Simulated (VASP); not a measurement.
Output of a VASP run:

OSZICAR:
```
...
   3 F= 0.12061330E+01 E0= 0.12062647E+01  d E =-.602818E-01
       N       E                     dE             d eps       ncg     rms          rms(c)
DAV:   1    -0.199131276759E+01   -0.16255E-01   -0.42326E-01  5736   0.685E+00    0.933E-01
DAV:   2    -0.197746173569E+01    0.13851E-01   -0.23991E-02  6080   0.338E+00    0.532E-01
DAV:   3    -0.197119830723E+01    0.62634E-02   -0.53085E-03  6856   0.132E+00    0.159E-01
DAV:   4    -0.197082638193E+01    0.37193E-03   -0.10962E-03  6832   0.495E-01    0.436E-02
DAV:   5    -0.197083175461E+01   -0.53727E-05   -0.13685E-04  5768   0.188E-01    0.148E-02
DAV:   6    -0.197082829468E+01    0.34599E-05   -0.21634E-05  5368   0.996E-02    0.141E-03
DAV:   7    -0.197082821082E+01    0.83861E-07   -0.48160E-07  2704   0.101E-02
   4 F= 0.12028371E+01 E0= 0.12027925E+01  d E =-.329595E-02
       N       E                     dE             d eps       ncg     rms          rms(c)
DAV:   1    -0.197298373022E+01   -0.21554E-02   -0.11223E-01  5784   0.356E+00    0.484E-01
DAV:   2    -0.196925172219E+01    0.37320E-02   -0.65114E-03  6088   0.178E+00    0.275E-01
DAV:   3    -0.196758905617E+01    0.16627E-02   -0.13939E-03  6936   0.683E-01    0.832E-02
DAV:   4    -0.196748793696E+01    0.10112E-03   -0.29037E-04  6840   0.259E-01    0.223E-02
DAV:   5    -0.196748930252E+01   -0.13656E-05   -0.35228E-05  5736   0.943E-02    0.735E-03
DAV:   6    -0.196748862580E+01    0.67672E-06   -0.52881E-06  4792   0.494E-02
   5 F= 0.12022085E+01 E0= 0.12022090E+01  d E =-.392456E-02
       N       E                     dE             d eps       ncg     rms          rms(c)
DAV:   1    -0.196680323133E+01    0.68607E-03   -0.12846E-02  5760   0.121E+00    0.164E-01
DAV:   2    -0.196637464742E+01    0.42858E-03   -0.76104E-04  6088   0.611E-01    0.929E-02
DAV:   3    -0.196618918149E+01    0.18547E-03   -0.15510E-04  6960   0.228E-01    0.286E-02
DAV:   4    -0.196617775132E+01    0.11430E-04   -0.33439E-05  6880   0.886E-02    0.748E-03
DAV:   5    -0.196617789796E+01   -0.14664E-06   -0.40367E-06  4536   0.320E-02
   6 F= 0.12021617E+01 E0= 0.12021842E+01  d E =-.397135E-02
       N       E                     dE             d eps       ncg     rms          rms(c)
DAV:   1    -0.198100861057E+01   -0.14831E-01   -0.43302E-02  4800   0.445E+00    0.455E-01
DAV:   2    -0.197735727733E+01    0.36513E-02   -0.12852E-02  4872   0.275E+00    0.152E-01
DAV:   3    -0.197700922912E+01    0.34805E-03   -0.17298E-04  5968   0.212E-01    0.826E-02
DAV:   4    -0.197686531959E+01    0.14391E-03   -0.29503E-05  7024   0.110E-01    0.413E-03
DAV:   5    -0.197686639999E+01   -0.10804E-05   -0.41197E-06  4952   0.213E-02    0.139E-03
DAV:   6    -0.197686685285E+01   -0.45285E-06   -0.65376E-08  2472   0.277E-03
   7 F= 0.12023080E+01 E0= 0.12023305E+01  d E =0.146340E-03
       N       E                     dE             d eps       ncg     rms          rms(c)
DAV:   1    -0.197097713116E+01    0.58893E-02   -0.28136E-02  4800   0.357E+00    0.368E-01
DAV:   2    -0.196861207172E+01    0.23651E-02   -0.85258E-03  4872   0.225E+00    0.121E-01
DAV:   3    -0.196839063091E+01    0.22144E-03   -0.12801E-04  6056   0.190E-01    0.664E-02
DAV:   4    -0.196829239461E+01    0.98236E-04   -0.19079E-05  6904   0.891E-02    0.352E-03
DAV:   5    -0.196829219702E+01    0.19759E-06   -0.26746E-06  4512   0.175E-02
   8 F= 0.12021642E+01 E0= 0.12021867E+01  d E =0.251509E-05
```

OUTCAR:
```
------------------------ aborting loop because EDIFF is reached ----------------------------------------
  FORCE on cell =-STRESS in cart. coord.  units (eV):
  Direction    XX          YY          ZZ          XY          YZ          ZX
  --------------------------------------------------------------------------------------
  Total        3.1616984      3.1617004      3.1561121      0.0000000      0.0000000      0.0000000
  in kB      199.4475273    199.4476507    199.0951279      0.0000000      0.0000000      0.0000000
  external PRESSURE =      -0.6698980 kB  Pullay stress =     200.0000000 kB
  volume of cell :       25.40
      direct lattice vectors                 reciprocal lattice vectors
     1.272870784 -2.204677551  0.000000000     0.392812850 -0.226790534 -0.000000000
     1.272870784  2.204677551  0.000000000     0.392812850  0.226790534 -0.000000000
     0.000000000 -0.000000000  4.525254149    -0.000000000  0.000000000  0.220982064
 POSITION                                       TOTAL-FORCE (eV/Angst)
 -----------------------------------------------------------------------------------
      1.27287      0.73489      1.13131        -0.000000      0.000000     -0.000000
      1.27287     -0.73489      3.39394         0.000000     -0.000000      0.000000
 -----------------------------------------------------------------------------------
    total drift:                                0.000000      0.000053      0.000004
  FREE ENERGIE OF THE ION-ELECTRON SYSTEM (eV)
  ---------------------------------------------------
  free  energy   TOTEN  =        -1.9682921970 eV

  energy  without entropy=       -1.9682245532  energy(sigma->0) =       -1.96826965
  enthalpy is  TOTEN    =         1.2021641831 eV   P V=        3.1704563801

 reached required accuracy - stopping structural energy minimisation
```
(Selected blocks of OUTCAR.)

POSCAR:
```
Zn
1
    1.2950469236    -2.2430875837     0.0000000000
    1.2950469236     2.2430875837     0.0000000000
    0.0000000000     0.0000000000     4.6978795106
Zn
2
Direct
  0.3333330000   0.6666670000   0.2500000000
  0.6666670000   0.3333330000   0.7500000000
```

Question: Write an INCAR and KPOINTS that could have produced this output.

Answer: One answer among several that fit: the input of the run itself, PBE GGA, plane waves, VASP's PBE PAW potentials (set 64).

### KPOINTS
```
Automatic mesh
0
Gamma
16 16 8
0 0 0
```

### INCAR
```
ISIF=3   # ions, shape and volume
PREC=Accurate
SIGMA=0.1
GGA=PE
IBRION=2   # conjugate gradients
SYSTEM=Zn
EDIFFG=-0.02
ALGO=Normal   # blocked Davidson
LMAXMIX=4   # l cut-off of mixed one-centre charges
PSTRESS=200
NELM=100   # most electronic steps
LWAVE=F
NSW=40
ISMEAR=1   # Methfessel-Paxton
LASPH=T   # aspherical one-centre terms
LCHARG=F
EDIFF=1E-6
LREAL=F   # projection in real space or not
ENCUT=500   # plane-wave cut-off (eV)
```

POTCAR, in this order: Zn (PBE.64 set). Program: vasp_std.

Energy and stress use the plane-wave basis of the starting cell.

The compound is Zn in the hcp structure. This run relaxes it under an external pressure of 20 GPa. Symmetry was kept, so distortions that lower it aren't found.
